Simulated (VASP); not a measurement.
The system is TaAs.

```
Ta As
1.0
    -1.71633    1.71633    5.79781
     1.71633   -1.71633    5.79781
     1.71633    1.71633   -5.79781
Ta As
2 2
Direct
  0.50031 0.00031 0.50000
  0.75031 0.75031 0.00000
  0.08229 0.58229 0.50000
  0.33229 0.33229 0.00000
```

The cell is a database's computed one.

Base run:

| Quantity | Value |
| --- | --- |
| Program | VASP 6.6.1 |
| Functional | PBE |
| Potentials or basis | VASP PAW PBE potentials, release 64 (Ta_pv, As) |
| Cutoff | 520 eV |
| k mesh | 16 × 16 × 16 |
| Occupations | methfessel-paxton, width 0.1 eV |
| Spin | no spin polarisation |

Its results: pressure 6.0 GPa; largest force 0.006 eV/Å.

Task: The run is repeated on the same cell with these changes: functional from PBE to LDA; potentials or basis from VASP PAW PBE potentials, release 64 (Ta_pv, As) to VASP PAW LDA potentials, release 64 (Ta_pv, As). What comes out?

Result: Pressure -3.5 GPa; largest force 0.003 eV/Å.
